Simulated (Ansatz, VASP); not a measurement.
# MnSi: VASP beside Ansatz, part 2 of 2

Aim: how closely do two programs agree when they are given the same cell, functional and k mesh? The cell is taken from a series of runs on this material, whose earlier steps may have relaxed, scaled, displaced or heated it; both programs get it as it stands. Valence electrons are named where the data sets of a main pair hold unlike numbers.

VASP 6.6.1 and Ansatz 0.2.0.

So far. Step 2 (Ansatz: single point, PBE): The run ends at a pressure of -4.24 GPa, with forces up to 0.20 eV/Å.

In doubt: warnings of the run leave room for a lower electronic state (step 2), so energies may not be the lowest and differences between runs may mislead.

### 3. VASP: single point, PBE

Level of this step: PBE, spin-polarised from a ferromagnetic start; plane waves and PAW (Mn_pv, Si) (VASP).

The same cell, functional, mesh and smearing now go to VASP, with its own data sets.

Lines of VASP's logs that name or quote its potential files are left out, and so is its time.

Contents of INCAR:

```
SYSTEM = MnSi
PREC = Accurate
ENCUT = 400
EDIFF = 1E-06
NELM = 100
ISMEAR = -1
SIGMA = 0.15
LREAL = .FALSE.
ALGO = Normal
GGA = PE
NBANDS = 97
ISPIN = 2
MAGMOM = -0.96 -0.96 -0.96 -0.96 -0.96 -0.96 -0.96 -0.96 0.04 0.04 0.04 0.04 0.04 0.04 0.04 0.04
LASPH = .TRUE.
LMAXMIX = 4
LORBIT = 11
LWAVE = .FALSE.
LCHARG = .FALSE.
KPAR = 4
ISIF = 2
```

Contents of POSCAR:

```
MnSi
1.0
    4.5480000000      0.0000000000      0.0000000000
    0.0000000000      4.5480000000      0.0000000000
    0.0000000000      0.0000000000      9.0960000000
Mn Si
8 8
Direct
    0.1380000000      0.1380000000      0.0690000000
    0.1380000000      0.1380000000      0.5690000000
    0.3620000000      0.8620000000      0.3190000000
    0.3620000000      0.8620000000      0.8190000000
    0.6380000000      0.3620000000      0.4310000000
    0.6380000000      0.3620000000      0.9310000000
    0.8620000000      0.6380000000      0.1810000000
    0.8620000000      0.6380000000      0.6810000000
    0.8460000000      0.8460000000      0.4230000000
    0.8460000000      0.8460000000      0.9230000000
    0.6540000000      0.1540000000      0.1730000000
    0.6540000000      0.1540000000      0.6730000000
    0.3460000000      0.6540000000      0.0770000000
    0.3460000000      0.6540000000      0.5770000000
    0.1540000000      0.3460000000      0.3270000000
    0.1540000000      0.3460000000      0.8270000000
```

Contents of KPOINTS:

```
Automatic mesh
0
Gamma
8 8 4
0 0 0
```

The projector-augmented-wave data sets are Mn_pv and Si (PBE family, release 64).

Launch:

```
mpirun -np 4 vasp_std
```

Numbers of over 12 decimals in the logs are rounded to 6 here.

The program printed:

```text
[banner, memory and clock lines left out]
running    4 mpi-ranks, on    1 nodes
 distrk:  each k-point on    1 cores,    4 groups
 distr:  one band on    1 cores,    1 groups

 POSCAR found type information on POSCAR MnSi
 POSCAR found :  2 types and      16 ions
 LDA part: xc-table for (Slater+PW92), standard interpolation
 POSCAR, INCAR and KPOINTS ok, starting setup
 FFT: planning ... GRIDC
 FFT: planning ... GRID_SOFT
 FFT: planning ... GRID
 WAVECAR not read
 entering main loop
       N       E                     dE             d eps       ncg     rms          rms(c)
DAV:   1     0.154472300627E+04    0.15447E+04   -0.59013E+04 30388   0.139E+03
DAV:   2     0.912238651453E+01   -0.15356E+04   -0.14415E+04 29100   0.449E+02
DAV:   3    -0.135640872059E+03   -0.14476E+03   -0.13540E+03 30791   0.149E+02
DAV:   4    -0.141228721325E+03   -0.55878E+01   -0.54986E+01 34671   0.284E+01
DAV:   5    -0.141334968867E+03   -0.10625E+00   -0.10601E+00 33743   0.428E+00    0.485E+01
DAV:   6    -0.146321097623E+03   -0.49861E+01   -0.25039E+02 32371   0.866E+01    0.457E+01
DAV:   7    -0.123753638122E+03    0.22567E+02   -0.10909E+02 31228   0.605E+01    0.134E+01
DAV:   8    -0.123393571856E+03    0.36007E+00   -0.64933E+00 31710   0.786E+00    0.499E+00
DAV:   9    -0.123175093054E+03    0.21848E+00   -0.59128E-01 34532   0.397E+00    0.219E+00
DAV:  10    -0.123178105157E+03   -0.30121E-02   -0.61407E-02 34758   0.986E-01    0.129E+00
DAV:  11    -0.123183265402E+03   -0.51602E-02   -0.28918E-02 34381   0.674E-01    0.669E-01
DAV:  12    -0.123189289061E+03   -0.60237E-02   -0.68793E-03 32848   0.371E-01    0.316E-01
DAV:  13    -0.123190882203E+03   -0.15931E-02   -0.87543E-04 33985   0.131E-01    0.206E-01
DAV:  14    -0.123190992277E+03   -0.11007E-03   -0.16833E-04 35784   0.631E-02    0.139E-01
DAV:  15    -0.123190952184E+03    0.40093E-04   -0.10781E-04 33405   0.408E-02    0.554E-02
DAV:  16    -0.123190944735E+03    0.74495E-05   -0.35517E-05 34919   0.237E-02    0.120E-02
DAV:  17    -0.123190945467E+03   -0.73252E-06   -0.22611E-06 20161   0.698E-03
   1 F= -.12319095E+03 E0= -.12272311E+03  d E =-.935670E+00  mag=    -7.5535
```

OUTCAR, selected parts (step 3):

```text
ion  position               nearest neighbor table
   1  0.138  0.138  0.069-  10 2.30  13 2.40  11 2.40  16 2.40  15 2.53  13 2.53  11 2.53   7 2.79
                             7 2.79   4 2.79   3 2.79   6 2.79   6 2.79
   2  0.138  0.138  0.569-   9 2.30  14 2.40  12 2.40  15 2.40  16 2.53  14 2.53  12 2.53   8 2.79
                             8 2.79   4 2.79   3 2.79   5 2.79   5 2.79
   3  0.362  0.862  0.319-  11 2.30  15 2.40   9 2.40  13 2.40  14 2.53  15 2.53   9 2.53   5 2.79
                             5 2.79   2 2.79   1 2.79   7 2.79   7 2.79
   4  0.362  0.862  0.819-  12 2.30  16 2.40  10 2.40  14 2.40  13 2.53  16 2.53  10 2.53   6 2.79
                             6 2.79   2 2.79   1 2.79   8 2.79   8 2.79
   5  0.638  0.362  0.431-  14 2.30   9 2.40  15 2.40  12 2.40  11 2.53   9 2.53  15 2.53   3 2.79
                             3 2.79   8 2.79   7 2.79   2 2.79   2 2.79
   6  0.638  0.362  0.931-  13 2.30  10 2.40  16 2.40  11 2.40  12 2.53  10 2.53  16 2.53   4 2.79
                             4 2.79   8 2.79   7 2.79   1 2.79   1 2.79
   7  0.862  0.638  0.181-  15 2.30  11 2.40  13 2.40   9 2.40  10 2.53  11 2.53  13 2.53   1 2.79
                             1 2.79   6 2.79   5 2.79   3 2.79   3 2.79
   8  0.862  0.638  0.681-  16 2.30  12 2.40  14 2.40  10 2.40   9 2.53  12 2.53  14 2.53   2 2.79
                             2 2.79   6 2.79   5 2.79   4 2.79   4 2.79
   9  0.846  0.846  0.423-   2 2.30   5 2.40   3 2.40   7 2.40   8 2.53   5 2.53   3 2.53  14 2.81
                            14 2.81  11 2.81  12 2.81  15 2.81  15 2.81
  10  0.846  0.846  0.923-   1 2.30   6 2.40   4 2.40   8 2.40   7 2.53   6 2.53   4 2.53  13 2.81
                            13 2.81  11 2.81  12 2.81  16 2.81  16 2.81
  11  0.654  0.154  0.173-   3 2.30   7 2.40   1 2.40   6 2.40   5 2.53   7 2.53   1 2.53  15 2.81
                            15 2.81   9 2.81  10 2.81  13 2.81  13 2.81
  12  0.654  0.154  0.673-   4 2.30   8 2.40   2 2.40   5 2.40   6 2.53   8 2.53   2 2.53  16 2.81
                            16 2.81   9 2.81  10 2.81  14 2.81  14 2.81
  13  0.346  0.654  0.077-   6 2.30   1 2.40   7 2.40   3 2.40   4 2.53   1 2.53   7 2.53  10 2.81
                            10 2.81  15 2.81  16 2.81  11 2.81  11 2.81
  14  0.346  0.654  0.577-   5 2.30   2 2.40   8 2.40   4 2.40   3 2.53   2 2.53   8 2.53   9 2.81
                             9 2.81  15 2.81  16 2.81  12 2.81  12 2.81
  15  0.154  0.346  0.327-   7 2.30   3 2.40   5 2.40   2 2.40   1 2.53   3 2.53   5 2.53  11 2.81
                            11 2.81  13 2.81  14 2.81   9 2.81   9 2.81
  16  0.154  0.346  0.827-   8 2.30   4 2.40   6 2.40   1 2.40   2 2.53   4 2.53   6 2.53  12 2.81
                            12 2.81  13 2.81  14 2.81  10 2.81  10 2.81

  LATTYP: Found a simple tetragonal cell.
 ALAT       =     4.5480000000
 C/A-ratio  =     2.0000000000

 Subroutine GETGRP returns: Found  4 space group operations
 (whereof  1 operations were pure point group operations)

The static configuration has the point symmetry C_1 .
 The point group associated with its full space group is D_2 .

 Found     75 irreducible k-points:

   k-points           NKPTS =     75   k-points in BZ     NKDIM =     75   number of bands    NBANDS=     97

   dimension x,y,z NGX =    30 NGY =   30 NGZ =   60
   dimension x,y,z NGXF=    60 NGYF=   60 NGZF=  120

   ENCUT  =  400.0 eV  29.40 Ry    5.42 a.u.   7.42  7.42 14.83*2*pi/ulx,y,z

   NELECT =     136.0000    total number of electrons

 k-points in reciprocal lattice and weights: Automatic mesh
   0.00000000  0.00000000  0.00000000       0.004
   0.12500000  0.00000000  0.00000000       0.008
   0.00000000  0.12500000  0.00000000       0.008
   0.25000000  0.00000000  0.00000000       0.008
   0.00000000  0.25000000  0.00000000       0.008
   0.37500000  0.00000000  0.00000000       0.008
   0.00000000  0.37500000  0.00000000       0.008
   0.50000000  0.00000000  0.00000000       0.004
   0.00000000  0.50000000  0.00000000       0.004
[...]
11 -78.4586      12 -78.4586      13 -78.4586      14 -78.4586      15 -78.4586
      16 -78.4586

 E-fermi :  10.8896

 spin component 1
 k-point     1 :       0.0000    0.0000    0.0000
  band No.  band energies     occupation
    ...
     59       9.4909      0.99991
     60       9.7161      0.99960
     61       9.7161      0.99960
     62      10.4621      0.94535
     63      10.4621      0.94535
     64      11.4371      0.02533
     65      11.4371      0.02533
     66      11.5061      0.01614
     67      11.5061      0.01614
     68      11.5061      0.01614
    ...

 k-point     2 :       0.1250    0.0000    0.0000
  band No.  band energies     occupation
    ...
     59       9.7327      0.99955
     60       9.7368      0.99954
     61       9.7368      0.99954
     62      10.4838      0.93734
     63      10.4838      0.93734
     64      11.3375      0.04806
     65      11.3375      0.04806
     66      11.3394      0.04750
     67      11.4136      0.02950
     68      11.6428      0.00655
    ...

 k-point     3 :       0.0000    0.1250    0.0000
  band No.  band energies     occupation
    ...
     59       9.7327      0.99955
     60       9.7541      0.99948
     61       9.7541      0.99948
     62      10.4944      0.93309
     63      10.4944      0.93309
     64      11.3182      0.05433
     65      11.3182      0.05433
     66      11.3394      0.04750
     67      11.4136      0.02950
     68      11.6428      0.00655
    ...

 k-point     4 :       0.2500    0.0000    0.0000
  band No.  band energies     occupation
    ...
     59       9.8083      0.99926
     60       9.8083      0.99926
     61       9.9126      0.99852
     62      10.5234      0.91995
     63      10.5234      0.91995
     64      10.9938      0.33311
     65      11.0781      0.22164
     66      11.0781      0.22164
     67      11.3672      0.03979
     68      11.5677      0.01076
    ...

 k-point     5 :       0.0000    0.2500    0.0000
  band No.  band energies     occupation
    ...
     59       9.8952      0.99868
     60       9.8952      0.99868
     61       9.9126      0.99852
     62      10.5522      0.90463
     63      10.5522      0.90463
     64      10.9938      0.33311
     65      11.0673      0.23425
     66      11.0673      0.23425
     67      11.3672      0.03979
     68      11.5966      0.00890
    ...

 k-point     6 :       0.3750    0.0000    0.0000
  band No.  band energies     occupation
    ...
     62      10.5227      0.92031
     63      10.5227      0.92031
     64      10.7085      0.76992
     65      10.7568      0.70795
     66      10.7568      0.70795
     67      11.3674      0.03973
     68      11.4709      0.02033
     69      11.4709      0.02033
     70      11.5464      0.01239
     71      11.7104      0.00419
    ...

  Total       -5.8294170     -5.8293352     -5.8293314      0.0000000      0.0000000      0.0000000
  in kB      -49.6414364    -49.6407398    -49.6407075      0.0000000      0.0000000      0.0000000
  external PRESSURE =     -49.6409612 kB  Pullay stress =       0.0000000 kB

  energy-cutoff  :      400.00
  volume of cell :      188.14
      direct lattice vectors                 reciprocal lattice vectors
     4.548000000  0.000000000  0.000000000     0.219876869  0.000000000  0.000000000
     0.000000000  4.548000000  0.000000000     0.000000000  0.219876869  0.000000000
     0.000000000  0.000000000  9.096000000     0.000000000  0.000000000  0.109938434

 POSITION                                       TOTAL-FORCE (eV/Angst)
 -----------------------------------------------------------------------------------
      0.62762      0.62762      0.62762        -0.106986     -0.106984     -0.106984
      0.62762      0.62762      5.17562        -0.106986     -0.106984     -0.106984
      1.64638      3.92038      2.90162         0.106986      0.106984     -0.106984
      1.64638      3.92038      7.44962         0.106986      0.106984     -0.106984
      2.90162      1.64638      3.92038        -0.106986      0.106984      0.106984
      2.90162      1.64638      8.46838        -0.106986      0.106984      0.106984
      3.92038      2.90162      1.64638         0.106986     -0.106984      0.106984
      3.92038      2.90162      6.19438         0.106986     -0.106984      0.106984
      3.84761      3.84761      3.84761        -0.061039     -0.061040     -0.061039
      3.84761      3.84761      8.39561        -0.061039     -0.061040     -0.061039
      2.97439      0.70039      1.57361         0.061039      0.061040     -0.061039
      2.97439      0.70039      6.12161         0.061039      0.061040     -0.061039
      1.57361      2.97439      0.70039        -0.061039      0.061040      0.061039
      1.57361      2.97439      5.24839        -0.061039      0.061040      0.061039
      0.70039      1.57361      2.97439         0.061039     -0.061040      0.061039
      0.70039      1.57361      7.52239         0.061039     -0.061040      0.061039
 -----------------------------------------------------------------------------------
    total drift:                                0.000006      0.000009      0.000000

  FREE ENERGIE OF THE ION-ELECTRON SYSTEM (eV)
  ---------------------------------------------------
  free  energy   TOTEN  =      -123.1909454672 eV

  energy  without entropy=     -122.2552756944  energy(sigma->0) =     -122.72311058

 total charge
# of ion       s       p       d       tot
------------------------------------------
    1        0.327   6.373   5.270  11.970
    2        0.327   6.373   5.270  11.970
    3        0.327   6.373   5.270  11.970
    4        0.327   6.373   5.270  11.970
    5        0.327   6.373   5.270  11.970
    6        0.327   6.373   5.270  11.970
    7        0.327   6.373   5.270  11.970
    8        0.327   6.373   5.270  11.970
    9        0.742   0.892   0.000   1.634
   10        0.742   0.892   0.000   1.634
   11        0.742   0.892   0.000   1.634
   12        0.742   0.892   0.000   1.634
   13        0.742   0.892   0.000   1.634
   14        0.742   0.892   0.000   1.634
   15        0.742   0.892   0.000   1.634
   16        0.742   0.892   0.000   1.634
--------------------------------------------------
tot          8.551  58.119  42.163 108.832

 magnetization (x)
# of ion       s       p       d       tot
------------------------------------------
    1       -0.001  -0.005  -1.003  -1.009
    2       -0.001  -0.005  -1.003  -1.009
    3       -0.001  -0.005  -1.003  -1.009
    4       -0.001  -0.005  -1.003  -1.009
    5       -0.001  -0.005  -1.003  -1.009
    6       -0.001  -0.005  -1.003  -1.009
    7       -0.001  -0.005  -1.003  -1.009
    8       -0.001  -0.005  -1.003  -1.009
    9        0.013   0.036   0.000   0.049
   10        0.013   0.036   0.000   0.049
   11        0.013   0.036   0.000   0.049
   12        0.013   0.036   0.000   0.049
   13        0.013   0.036   0.000   0.049
   14        0.013   0.036   0.000   0.049
   15        0.013   0.036   0.000   0.049
   16        0.013   0.036   0.000   0.049
--------------------------------------------------
tot          0.099   0.247  -8.027  -7.681

[... 6 further parts left out ...]
```

The magnetic state follows from one typed start and may not be the lowest.

### 4. Comparison

Known differences besides the potentials themselves: VASP starts from the moments at which Ansatz ended; the data sets hold 152 valence electrons in Ansatz (on its default PAW (the set named soft_2) files) and 136 in VASP; the cutoff is 420 eV in Ansatz and 400 eV in VASP; site moments are counted in spheres of each program's own size. Total energies have different zeros and are not compared.

Both answers:

```csv
quantity,Ansatz,VASP,difference
pressure (GPa),-4.24,-4.96,+0.73
total moment (μB),-7.52,-7.55,+0.03
moment on Mn1 (μB),-0.96,-1.01,+0.05
moment on Mn2 (μB),-0.96,-1.01,+0.05
moment on Mn3 (μB),-0.96,-1.01,+0.05
moment on Mn4 (μB),-0.96,-1.01,+0.05
moment on Mn5 (μB),-0.96,-1.01,+0.05
moment on Mn6 (μB),-0.96,-1.01,+0.05
moment on Mn7 (μB),-0.96,-1.01,+0.05
moment on Mn8 (μB),-0.96,-1.01,+0.05
```

Forces on 7 of the 16 atoms, those with the largest forces and the largest differences (eV/Å; atoms numbered as in POSCAR):

```csv
atom,"Ansatz x, y, z","VASP x, y, z"
Mn1,"-0.116, -0.116, -0.116","-0.107, -0.107, -0.107"
Mn2,"-0.116, -0.116, -0.116","-0.107, -0.107, -0.107"
Mn3,"0.116, 0.116, -0.116","0.107, 0.107, -0.107"
Mn4,"0.116, 0.116, -0.116","0.107, 0.107, -0.107"
Mn5,"-0.116, 0.116, 0.116","-0.107, 0.107, 0.107"
Mn6,"-0.116, 0.116, 0.116","-0.107, 0.107, 0.107"
Mn8,"0.116, -0.116, 0.116","0.107, -0.107, 0.107"
```

The forces differ by 6.3 meV/Å r.m.s., which is 7.2 % of the r.m.s. force of 0.087 eV/Å (both taken over all components).

### 5. Other set-ups

Further runs change the set-up of one program: Ansatz's method, potentials or start, or VASP's data sets, cutoff or form of LDA. The table gives Ansatz less VASP for each quantity, since a change that brings one quantity closer may part another.

```csv
run,r.m.s. force difference (meV/Å),pressure (GPa),total moment (μB)
as above,6.3,0.73,0.033
VASP with the data sets Mn_sv_GW and Si_GW and a cutoff of 620 eV,1.6,0.94,-0.015
```

### 6. Summary of results

```
r.m.s. force difference (single point, PBE) : 6.3 meV/Å
difference in pressure (single point, PBE)  : 0.73 GPa
```

In words: The difference in pressure is 0.73 GPa (single point, PBE), within the 1 GPa picked in this series as the mark of a large difference. The data sets hold unlike numbers of valence electrons (152 in Ansatz and 136 in VASP), so part of the differences comes from the potentials. Single point, PBE, VASP with the data sets Mn_sv_GW and Si_GW and a cutoff of 620 eV: r.m.s. force difference goes from 6.3 to 1.6 meV/Å; the difference in pressure goes from 0.73 to 0.94 GPa; the difference in total moment goes from 0.033 to -0.015 μB. Such differences can come from data sets, numerical settings and the points named under the comparisons, not from the functional's error against experiment.

[Lines on the potential files, build, host, timing and source positions are cut from VASP's logs without a mark.]

[Logs are printed without paths, hosts, clocks, repeated set-up lines and the standing remarks that a program may print on its own settings, such as how far it seeks lower states.]

[Hosts, paths, dates, database ids (printed as entryN), source tags and the programs' standing remarks are cut or masked in the printed files.]
